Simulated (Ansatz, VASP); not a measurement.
## Cross-check of Ba3Al4P20O59 (glassy 67P2O5-20BaO-13Al2O3 (mol %)) between VASP and Ansatz

One calculation is typed for both programs; each brings its own data sets. How far apart do they land? The structure shown is the start of the Ansatz relaxation below; VASP solves that cell, so the two are compared at the walk's first step.

Calculated with Ansatz 0.2.0; plane waves, with VASP 6.6.1 beside it; single point at PBEsol.

## 1. Starting point

The cell holds 86 atoms: 20 P, 3 Ba, 4 Al and 59 O. Its edges and angles: a = 10.771 Å, b = 10.771 Å, c = 10.771 Å, α = 90.0°, β = 90.0°, γ = 90.0°. As first built, before any earlier steps moved the atoms (in the runner's words): 86 atoms (20 P, 3 Ba, 4 Al, 59 O) placed at random at 2.81 g/cm^3, melted at 4000 K for 10 ps at fixed volume with the Morse and Coulomb pair potential with partial charges (Pedone, Malavasi, Menziani, Cormack and Segre, J. Phys. Chem. B 110, 11780 (2006)). Quenched from 4000 K to 300 K at 20 K/ps and fixed volume, held 10 ps at zero pressure, then minimised at fixed cell.

## 2. Ansatz: relaxation, PBEsol

Ansatz runs on its PAW soft_1 files.

The two programs are compared at the cell with which this relaxation starts, whose forces are those of its first step.

The input, input.yaml:

```yaml
crystal:
  lattice:
    - [10.77141, 0.0, 0.0]
    - [0.0, 10.77141, 0.0]
    - [0.0, 0.0, 10.77141]
  atoms:
    - { symbol: P, position: [0.07407, 0.69339, 0.23456] }
    - { symbol: P, position: [0.81905, 0.10532, 0.76899] }
    - { symbol: P, position: [0.21983, 0.94507, 0.4411] }
    - { symbol: P, position: [0.12817, 0.23153, 0.04379] }
    - { symbol: P, position: [0.20863, 0.005, 0.88252] }
    - { symbol: P, position: [0.03705, 0.3251, 0.44305] }
    - { symbol: P, position: [0.62757, 0.00762, 0.15503] }
    - { symbol: P, position: [0.51261, 0.72726, 0.9379] }
    - { symbol: P, position: [0.79791, 0.78153, 0.56813] }
    - { symbol: P, position: [0.47659, 0.54721, 0.46054] }
    - { symbol: P, position: [0.53003, 0.52754, 0.7349] }
    - { symbol: P, position: [0.43902, 0.09305, 0.54629] }
    - { symbol: P, position: [0.86146, 0.94881, 0.99703] }
    - { symbol: P, position: [0.83992, 0.35973, 0.64904] }
    - { symbol: P, position: [0.19062, 0.56911, 0.46543] }
    - { symbol: P, position: [0.61402, 0.29395, 0.14764] }
    - { symbol: P, position: [0.78292, 0.01617, 0.39537] }
    - { symbol: P, position: [0.34962, 0.40189, 0.10714] }
    - { symbol: P, position: [0.39472, 0.27537, 0.76512] }
    - { symbol: P, position: [0.24497, 0.76617, 0.02285] }
    - { symbol: Ba, position: [0.84101, 0.55982, 0.94599] }
    - { symbol: Ba, position: [0.12778, 0.49732, 0.80406] }
    - { symbol: Ba, position: [0.77398, 0.55274, 0.27474] }
    - { symbol: Al, position: [0.59078, 0.91945, 0.72781] }
    - { symbol: Al, position: [0.02314, 0.92345, 0.66451] }
    - { symbol: Al, position: [0.03555, 0.03019, 0.23702] }
    - { symbol: Al, position: [0.63098, 0.28312, 0.44333] }
    - { symbol: O, position: [0.25666, 0.28826, 0.77158] }
    - { symbol: O, position: [0.11718, 0.93934, 0.53817] }
    - { symbol: O, position: [0.74474, 0.12864, 0.46854] }
    - { symbol: O, position: [0.61338, 0.68113, 0.02023] }
    - { symbol: O, position: [0.31931, 0.0391, 0.49151] }
    - { symbol: O, position: [0.28457, 0.8218, 0.43439] }
    - { symbol: O, position: [0.54406, 0.84531, 0.86558] }
    - { symbol: O, position: [0.23087, 0.90409, 0.98345] }
    - { symbol: O, position: [0.12857, 0.63057, 0.35201] }
    - { symbol: O, position: [0.51175, 0.57616, 0.6004] }
    - { symbol: O, position: [0.16899, 0.12195, 0.95635] }
    - { symbol: O, position: [0.91871, 0.805, 0.63626] }
    - { symbol: O, position: [0.61675, 0.15005, 0.13083] }
    - { symbol: O, position: [0.47787, 0.34121, 0.13877] }
    - { symbol: O, position: [0.69691, 0.36567, 0.06433] }
    - { symbol: O, position: [0.5105, 0.15984, 0.44552] }
    - { symbol: O, position: [0.32006, 0.01852, 0.80257] }
    - { symbol: O, position: [0.30637, 0.47834, 0.21385] }
    - { symbol: O, position: [0.13098, 0.43526, 0.46512] }
    - { symbol: O, position: [0.33316, 0.5542, 0.46177] }
    - { symbol: O, position: [0.1682, 0.97797, 0.31359] }
    - { symbol: O, position: [0.78625, 0.89658, 0.47468] }
    - { symbol: O, position: [0.51434, 0.41158, 0.45016] }
    - { symbol: O, position: [0.0746, 0.16866, 0.1563] }
    - { symbol: O, position: [0.50935, 0.94306, 0.13724] }
    - { symbol: O, position: [0.04341, 0.31822, 0.97718] }
    - { symbol: O, position: [0.51027, 0.98576, 0.60311] }
    - { symbol: O, position: [0.68616, 0.99686, 0.28741] }
    - { symbol: O, position: [0.35874, 0.47437, 0.98908] }
    - { symbol: O, position: [0.44555, 0.41045, 0.73566] }
    - { symbol: O, position: [0.49572, 0.63178, 0.82691] }
    - { symbol: O, position: [0.72904, 0.35879, 0.56141] }
    - { symbol: O, position: [0.10216, 0.95912, 0.80256] }
    - { symbol: O, position: [0.85924, 0.05981, 0.9011] }
    - { symbol: O, position: [0.9513, 0.32154, 0.5607] }
    - { symbol: O, position: [0.95304, 0.36573, 0.34026] }
    - { symbol: O, position: [0.42501, 0.19571, 0.64754] }
    - { symbol: O, position: [0.9888, 0.7941, 0.27856] }
    - { symbol: O, position: [0.10777, 0.20775, 0.43268] }
    - { symbol: O, position: [0.86197, 0.82929, 0.92947] }
    - { symbol: O, position: [0.65869, 0.30786, 0.28159] }
    - { symbol: O, position: [0.90315, 0.04134, 0.32859] }
    - { symbol: O, position: [0.54276, 0.62293, 0.36726] }
    - { symbol: O, position: [0.24925, 0.29998, 0.08299] }
    - { symbol: O, position: [0.3843, 0.74015, 0.00209] }
    - { symbol: O, position: [0.79647, 0.66175, 0.49982] }
    - { symbol: O, position: [0.7375, 0.96616, 0.07066] }
    - { symbol: O, position: [0.65687, 0.4863, 0.76726] }
    - { symbol: O, position: [0.8975, 0.46583, 0.7166] }
    - { symbol: O, position: [0.18189, 0.74218, 0.14908] }
    - { symbol: O, position: [0.46227, 0.23437, 0.87847] }
    - { symbol: O, position: [0.68977, 0.80385, 0.65702] }
    - { symbol: O, position: [0.17272, 0.6942, 0.92919] }
    - { symbol: O, position: [0.96756, 0.96625, 0.08606] }
    - { symbol: O, position: [0.82074, 0.24487, 0.73894] }
    - { symbol: O, position: [0.99913, 0.60518, 0.15645] }
    - { symbol: O, position: [0.69196, 0.0471, 0.75751] }
    - { symbol: O, position: [0.1588, 0.62217, 0.58902] }
    - { symbol: O, position: [0.90844, 0.04531, 0.67938] }
kpoints:
  mp_grid: { grid: [1, 1, 1] }
hamiltonian:
  xc: pbesol
  pseudopotentials: { kind: paw, azcp: { folder: soft_1 }, xc_functional: pbe }
scf:
  occupations: { method: fermi_dirac, width: 0.05 }
output:
  forces: true
relax:
  f_tol: 0.05
  max_steps: 150
  cell: {}
```

Run with:

```bash
> ansatz run input.yaml --threads 4 --pin off --max-ram 8192MiB --backend cpu --events-out ev --progress --plain --runs-dir out
```

Numbers of over 12 decimals in the logs are rounded to 6 here.

Output:

```text
Engine: ansatz 0.2.0, aarch64-unknown-linux-gnu
Pseudopotentials: kind: paw
Pseudopotential: P, paw, valence charge 5, recommended cutoff 420 eV (normal), soft_1/P.paw.azcp
Pseudopotential: Ba, paw, valence charge 10, recommended cutoff 420 eV (normal), soft_1/Ba.paw.azcp
Pseudopotential: Al, paw, valence charge 3, recommended cutoff 420 eV (normal), soft_1/Al.paw.azcp
Pseudopotential: O, paw, valence charge 6, recommended cutoff 420 eV (normal), soft_1/O.paw.azcp
Functional definition: PBEsol
  exchange = pbesol_x
  correlation = pbesol_c
Crystal: 86 atoms, lattice volume = 1249.734 Å³
Basis set: ecut = 420 eV, 24303 PW (Γ), exchange–correlation on 144×144×144 points (8 copies of the dense FFT grid, shifted against one another)
Bands: 334, of which v1, the nominal top of the filled ones, is band 248 counted from 1 (247 counted from 0)
Symmetry: 1 space group operations
Space group: P1 (ITA 1), of the structure as read, at distance tolerance 1.1e-4 Å
k-points: 1
Non-local potential: P, projectors of the file, l = 0: 2, l = 1: 2, l = 2: 1
Non-local potential: Ba, projectors of the file, l = 0: 3, l = 1: 2, l = 2: 2, l = 3: 2
Non-local potential: Al, projectors of the file, l = 0: 2, l = 1: 2, l = 2: 1
Non-local potential: O, projectors of the file, l = 0: 2, l = 1: 2, l = 2: 1
PAW form: soft (Blöchl's): semilocal exchange-correlation on the pseudo side does not see the compensation charge
PAW frozen core: P, regenerated for the run's functional, and the local potential with it (the file was generated under x = pbe(κ = 0.804, μ = 0.219515), c = pbe(β = 0.066725))
PAW frozen core: Ba, regenerated for the run's functional, and the local potential with it (the file was generated under x = pbe(κ = 0.804, μ = 0.219515), c = pbe(β = 0.066725))
PAW frozen core: Al, regenerated for the run's functional, and the local potential with it (the file was generated under x = pbe(κ = 0.804, μ = 0.219515), c = pbe(β = 0.066725))
PAW frozen core: O, regenerated for the run's functional, and the local potential with it (the file was generated under x = pbe(κ = 0.804, μ = 0.219515), c = pbe(β = 0.066725))
PAW one-centre angular grid: P, 110 points (default); XC on 64 Gauss nodes
PAW one-centre angular grid: Ba, 194 points (default); XC on 64 Gauss nodes
PAW one-centre angular grid: Al, 110 points (default); XC on 64 Gauss nodes
PAW one-centre angular grid: O, 110 points (default); XC on 64 Gauss nodes
Initial density: superposition of atomic densities (chi_scale 0.1, normalization cell, long waves 7 % of neutral atoms (reshape's long-wave potential 1.07 eV rms, cloud 2.81 Å wide))
Initial wavefunctions: pseudopotential atomic-orbital guess
Functional: x = pbesol(κ = 0.804, μ = 0.123457), c = pbesol(β = 0.046)
SCF iter   1: F=—  HF=-67676.250695 eV  |F-HF|=—  |Δ(HF+E_count)|=         —  Δρ=1.12e-1  dr2=3.08e2  ethr=3.10e-3  ⟨swp⟩=13.0  Hψ=2549  notcnv=0  defer=63
preconditioner: auto → LDOS  [metal: Δε(μ)=0.067 eV  Ē_g=14.428 eV  σ=0.050 eV  W_gap=0.32  n_scr=256 (ndim 8)  ℏωp=23.3 eV  f_vac=0.102  D(μ)=21.60/eV (n_scr^D=122)  β→1.0]
SCF iter   2: F=—  HF=-67698.570279 eV  |F-HF|=—  |Δ(HF+E_count)|=    2.23e1  Δρ=1.72e-1  dr2=3.21e2  ethr=3.10e-3  ⟨swp⟩=8.0  Hψ=1071  notcnv=0  defer=74
SCF iter   3: F=—  HF=-67633.388980 eV  |F-HF|=—  |Δ(HF+E_count)|=    6.52e1  Δρ=5.69e-2  dr2=4.57e1  ethr=3.10e-3  ⟨swp⟩=7.0  Hψ=845  notcnv=0  defer=78
SCF iter   4: F=—  HF=-67621.008600 eV  |F-HF|=—  |Δ(HF+E_count)|=    1.24e1  Δρ=1.68e-2  dr2=5.79e0  ethr=3.10e-3  ⟨swp⟩=5.0  Hψ=780  notcnv=0  defer=79
SCF iter   5: F=—  HF=-67619.384053 eV  |F-HF|=—  |Δ(HF+E_count)|=    1.62e0  Δρ=1.15e-2  dr2=1.78e0  ethr=1.17e-3  ⟨swp⟩=5.0  Hψ=512  notcnv=0  defer=80
SCF iter   6: F=—  HF=-67618.982954 eV  |F-HF|=—  |Δ(HF+E_count)|=   4.01e-1  Δρ=4.73e-3  dr2=2.40e-1  ethr=3.59e-4  ⟨swp⟩=7.0  Hψ=541  notcnv=0  defer=81
SCF iter   7: F=—  HF=-67618.951790 eV  |F-HF|=—  |Δ(HF+E_count)|=   3.12e-2  Δρ=2.61e-3  dr2=9.63e-2  ethr=4.85e-5  ⟨swp⟩=3.0  Hψ=621  notcnv=0  defer=81
SCF iter   8: F=—  HF=-67618.928963 eV  |F-HF|=—  |Δ(HF+E_count)|=   2.28e-2  Δρ=6.56e-4  dr2=9.16e-3  ethr=1.94e-5  ⟨swp⟩=3.0  Hψ=466  notcnv=0  defer=81
SCF iter   9: F=—  HF=-67618.925632 eV  |F-HF|=—  |Δ(HF+E_count)|=   3.33e-3  Δρ=2.53e-4  dr2=6.91e-4  ethr=1.85e-6  ⟨swp⟩=3.0  Hψ=637  notcnv=0  defer=81
SCF iter  10: F=—  HF=-67618.925543 eV  |F-HF|=—  |Δ(HF+E_count)|=   8.89e-5  Δρ=1.05e-4  dr2=1.05e-4  ethr=1.39e-7  ⟨swp⟩=3.0  Hψ=586  notcnv=0  defer=81
SCF iter  11: F=—  HF=-67618.925556 eV  |F-HF|=—  |Δ(HF+E_count)|=   1.31e-5  Δρ=3.76e-5  dr2=1.06e-5  ethr=2.11e-8  ⟨swp⟩=3.0  Hψ=549  notcnv=0  defer=81
SCF iter  12: F=—  HF=-67618.927305 eV  |F-HF|=—  |Δ(HF+E_count)|=   1.75e-3  Δρ=1.39e-5  dr2=1.27e-6  ethr=2.13e-9  ⟨swp⟩=3.0  Hψ=503  notcnv=0  defer=81
[...]
atom  66  O     -0.00328637    -0.00567095    -0.00356784
  atom  67  O     -0.00080027     0.00398028     0.00470740
  atom  68  O     -0.00418826    -0.00486020     0.00041232
  atom  69  O      0.00673003     0.00866602    -0.01617015
  atom  70  O      0.00157477    -0.00442132     0.00118260
  atom  71  O     -0.00641639    -0.01563825    -0.02572302
  atom  72  O      0.00666962    -0.01189459     0.01176661
  atom  73  O     -0.00766175    -0.01005304    -0.00521695
  atom  74  O      0.01638928    -0.00705761     0.01542641
  atom  75  O     -0.00462775     0.00379150     0.00047882
  atom  76  O      0.00672948     0.00387144     0.01004474
  atom  77  O      0.01284142     0.00559994    -0.00399470
  atom  78  O     -0.01497576    -0.00239339     0.01013765
  atom  79  O      0.00264353    -0.00026455    -0.00981346
  atom  80  O     -0.00418536     0.00960249    -0.00331655
  atom  81  O      0.00261271    -0.01183266    -0.00970002
  atom  82  O      0.01446263     0.02072611     0.00430207
  atom  83  O      0.00252623    -0.00218490     0.00997189
  atom  84  O     -0.00393593     0.00199048    -0.00335274
  atom  85  O      0.00460588    -0.01459752    -0.00650879
  atom  86  O      0.00606512     0.00843097     0.00770796
  max |Σ_I F_I| component: 2.78e-6 eV/Å
--- Stress (GPa, compression-positive) ---
       -0.022415       0.002647      -0.011113
        0.002646      -0.014140       0.011724
       -0.011111       0.011722      -0.022288
  P = ⅓ Tr σ = -0.0196 GPa (-0.196 kbar)
--- Relaxed structure (44 steps of the walk, 41 accepted, 3 SCFs on fresh bases) ---
  F+E_penalty+E_count = -67629.19612102 eV   max|allowed force component| = 4.279e-2 eV/Å   (the final SCF, on the basis selected at the relaxed cell)
  cell:  # Å, volume = 1242.1976 Å³
    - [10.661626, -0.285185, -0.541503]
    - [-0.285185, 11.143244, 0.276298]
    - [-0.541503, 0.276298, 10.496581]
  atoms:
    - { symbol: P, position: [0.085415, 0.587713, 0.141883] }
    - { symbol: P, position: [0.830908, 0.109170, 0.782131] }
    - { symbol: P, position: [0.212181, 0.946933, 0.468439] }
    - { symbol: P, position: [0.154715, 0.198292, 0.056239] }
    - { symbol: P, position: [0.211176, -0.018247, 0.910349] }
    - { symbol: P, position: [0.012782, 0.311667, 0.442027] }
    - { symbol: P, position: [0.624484, 0.075433, 0.135811] }
    - { symbol: P, position: [0.509752, 0.718621, 0.918327] }
    - { symbol: P, position: [0.759289, 0.828075, 0.572032] }
    - { symbol: P, position: [0.473701, 0.526372, 0.449177] }
    - { symbol: P, position: [0.516680, 0.539657, 0.721141] }
    - { symbol: P, position: [0.420712, 0.115938, 0.558670] }
    - { symbol: P, position: [0.849971, 0.975215, 1.024521] }
    - { symbol: P, position: [0.863846, 0.355414, 0.657164] }
    - { symbol: P, position: [0.177395, 0.513294, 0.408118] }
    - { symbol: P, position: [0.646092, 0.339429, 0.151055] }
    - { symbol: P, position: [0.758118, 0.049414, 0.397323] }
    - { symbol: P, position: [0.369642, 0.366387, 0.127413] }
    - { symbol: P, position: [0.424952, 0.279683, 0.770487] }
    - { symbol: P, position: [0.254688, 0.735097, -0.00709455] }
    - { symbol: Ba, position: [0.832127, 0.601438, 0.923701] }
    - { symbol: Ba, position: [0.171969, 0.453479, 0.824392] }
    - { symbol: Ba, position: [0.788856, 0.578075, 0.321579] }
    - { symbol: Al, position: [0.583172, 0.930672, 0.735191] }
    - { symbol: Al, position: [0.017602, 0.946230, 0.683976] }
    - { symbol: Al, position: [0.020425, 0.071889, 0.282340] }
    - { symbol: Al, position: [0.629008, 0.292920, 0.453557] }
    - { symbol: O, position: [0.315164, 0.273595, 0.845937] }
    - { symbol: O, position: [0.125543, 0.964342, 0.575504] }
    - { symbol: O, position: [0.751098, 0.175486, 0.439296] }
    - { symbol: O, position: [0.625021, 0.674186, -0.00880227] }
    - { symbol: O, position: [0.301664, 0.075133, 0.471980] }
    - { symbol: O, position: [0.290829, 0.842492, 0.484585] }
    - { symbol: O, position: [0.514612, 0.846219, 0.858763] }
    - { symbol: O, position: [0.253749, 0.872673, 1.012263] }
    - { symbol: O, position: [0.152974, 0.506308, 0.256599] }
    - { symbol: O, position: [0.496751, 0.600717, 0.582701] }
    - { symbol: O, position: [0.170495, 0.064105, 1.015630] }
    - { symbol: O, position: [0.892288, 0.841914, 0.643161] }
    - { symbol: O, position: [0.695645, 0.206047, 0.133066] }
    - { symbol: O, position: [0.509134, 0.333790, 0.083309] }
    - { symbol: O, position: [0.732222, 0.432352, 0.094432] }
    - { symbol: O, position: [0.519728, 0.169324, 0.476031] }
    - { symbol: O, position: [0.310775, 0.025002, 0.832023] }
    - { symbol: O, position: [0.382345, 0.381347, 0.266596] }
    - { symbol: O, position: [0.153520, 0.376063, 0.457823] }
    - { symbol: O, position: [0.322757, 0.531859, 0.438503] }
    - { symbol: O, position: [0.133880, 0.968902, 0.339153] }
    - { symbol: O, position: [0.716232, 0.958503, 0.506444] }
    - { symbol: O, position: [0.517514, 0.402463, 0.492654] }
    - { symbol: O, position: [0.087733, 0.183173, 0.177376] }
[...]
- { symbol: O, position: [0.662009, 0.814429, 0.671587] }
    - { symbol: O, position: [0.189539, 0.689536, 0.873165] }
    - { symbol: O, position: [0.940764, 0.992840, 0.140352] }
    - { symbol: O, position: [0.822748, 0.248883, 0.757100] }
    - { symbol: O, position: [1.054251, 0.516492, 0.025236] }
    - { symbol: O, position: [0.702697, 0.045924, 0.763031] }
    - { symbol: O, position: [0.101119, 0.596684, 0.466567] }
    - { symbol: O, position: [0.926600, 0.073570, 0.696793] }
```

(Part 1 of 2 ends here.)

[Lines on the potential files, build, host, timing and source positions are cut from VASP's logs without a mark.]

[Logs are printed without paths, hosts, clocks, repeated set-up lines and the standing remarks that a program may print on its own settings, such as how far it seeks lower states.]

[Hosts, paths, dates, database ids (printed as entryN), source tags and the programs' standing remarks are cut or masked in the printed files.]
